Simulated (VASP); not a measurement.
An input for Quantum ESPRESSO's pw.x (written as the equivalent of a VASP run, and not itself run):

```
&CONTROL
  calculation = 'scf'
  pseudo_dir = './pseudo'
  outdir = './out'
  tprnfor = .true.
  tstress = .true.
/
&SYSTEM
  ibrav = 0
  nat = 1
  ntyp = 1
  ecutwfc = 68
  occupations = 'tetrahedra'
  input_dft = 'pbe'
  vdw_corr = 'grimme-d3'
  dftd3_version = 3
  dftd3_threebody = .false.
/
&ELECTRONS
  conv_thr = 7.3e-09
  electron_maxstep = 100
/
ATOMIC_SPECIES
  Sr 87.620 Sr.upf
CELL_PARAMETERS angstrom
     0.0000000    2.9912437    2.9912437
     2.9912437    0.0000000    2.9912437
     2.9912437    2.9912437    0.0000000
ATOMIC_POSITIONS crystal
  Sr   0.0000000  0.0000000  0.0000000
K_POINTS automatic
  9 9 9 0 0 0
```

### Question
Write the VASP files for the same calculation (PBE-D3 (zero damping)).

### Answer
One answer among several that fit: 
### KPOINTS
```
kpoints
0
Gamma
 9 9 9
```

INCAR:
```
NELM = 100
NEDOS = 601   ! DOS grid
LASPH = .True.   ! aspherical one-centre terms
LMAXMIX = 4
ISIF = 2
ENCUT = 520   ! plane-wave cut-off (eV)
LCHARG = .True.
SYSTEM = Sr
LREAL = .False.
ISMEAR = -5   ! tetrahedra, Bloechl
LORBIT = 11   ! lm-projected
EDIFF = 1E-7   ! SCF stop (eV)
GGA = PE
LWAVE = .False.
PREC = Accurate
IVDW = 11   ! D3, zero damping
ALGO = Normal   ! blocked Davidson
```

### POSCAR
```
Sr
5.9824870
  0.0000000000   0.5000000286   0.5000000286
  0.5000000286   0.0000000000   0.5000000286
  0.5000000286   0.5000000286   0.0000000000
Sr
1
Cart
  0.0000000000   0.0000000000   0.0000000000
```

POTCAR, in this order: Sr_sv (PBE.64 set). Program: vasp_std.

The two are equivalent in intent, not identical: the potentials are each code's own (VASP's PAW set, PseudoDojo norm-conserving files in pw.x), so ENCUT and ecutwfc are chosen apart and not converted; conv_thr bounds pw.x's estimated SCF error, while EDIFF bounds the energy change between steps.

The compound is Sr in the fcc structure. It was relaxed first.
